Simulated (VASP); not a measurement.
An input for Quantum ESPRESSO's pw.x (written as the equivalent of a VASP run, and not itself run):

```
&CONTROL
  calculation = 'vc-relax'
  pseudo_dir = './pseudo'
  outdir = './out'
  tprnfor = .true.
  tstress = .true.
  nstep = 40
  forc_conv_thr = 0.00078
/
&SYSTEM
  ibrav = 0
  nat = 4
  ntyp = 2
  ecutwfc = 80
  occupations = 'smearing'
  smearing = 'gaussian'
  degauss = 0.003675
  input_dft = 'pbesol'
/
&ELECTRONS
  conv_thr = 7.3e-08
  electron_maxstep = 100
/
&IONS
/
&CELL
  press = 100
/
ATOMIC_SPECIES
  Ga 69.723 Ga.upf
  P 30.974 P.upf
CELL_PARAMETERS angstrom
     3.7643352    0.0000000    0.0000000
    -1.8821676    3.2600103    0.0000000
     0.0000000   -0.0000000    6.2086922
ATOMIC_POSITIONS crystal
  Ga   0.3333330  0.6666670  0.0006998
  Ga   0.6666670  0.3333330  0.5006998
  P    0.3333330  0.6666670  0.3743002
  P    0.6666670  0.3333330  0.8743002
K_POINTS automatic
  7 7 4 0 0 0
```

Task: Write the VASP files for the same calculation (PBEsol).

Result: This is not unique; one that fits is 
POSCAR:
```
GaP
1
    3.7643351783     0.0000000000     0.0000000000
   -1.8821675891     3.2600103004     0.0000000000
    0.0000000000    -0.0000000000     6.2086922247
Ga P
2 2
Direct
  0.3333330000   0.6666670000   0.0006997558
  0.6666670000   0.3333330000   0.5006997558
  0.3333330000   0.6666670000   0.3743002442
  0.6666670000   0.3333330000   0.8743002442
```

### KPOINTS
```
Automatic mesh
0
Gamma
7 7 4
0 0 0
```

INCAR:
```
ALGO = Normal
EDIFF = 1E-6
EDIFFG = -0.02
ENCUT = 500
GGA = PS
IBRION = 2
ISIF = 3
ISMEAR = 0
LASPH = .TRUE.
LCHARG = .FALSE.
LMAXMIX = 4
LREAL = .FALSE.
LWAVE = .FALSE.
NELM = 100
NSW = 40
PREC = Accurate
PSTRESS = 100
SIGMA = 0.05
SYSTEM = GaP
```

POTCAR, in this order: Ga_d P (PBE.64 set). Program: vasp_std.

The two are equivalent in intent, not identical: the potentials are each code's own (VASP's PAW set, PseudoDojo norm-conserving files in pw.x), so ENCUT and ecutwfc are chosen apart and not converted; conv_thr bounds pw.x's estimated SCF error, while EDIFF bounds the energy change between steps; forc_conv_thr acts on force components and is met together with etot_conv_thr.

The structure was generated: GaP was put into the wurtzite type (P6_3mc), which need not be its known phase. This run relaxes it under an external pressure of 10 GPa. Symmetry was kept, so distortions that lower it aren't found.
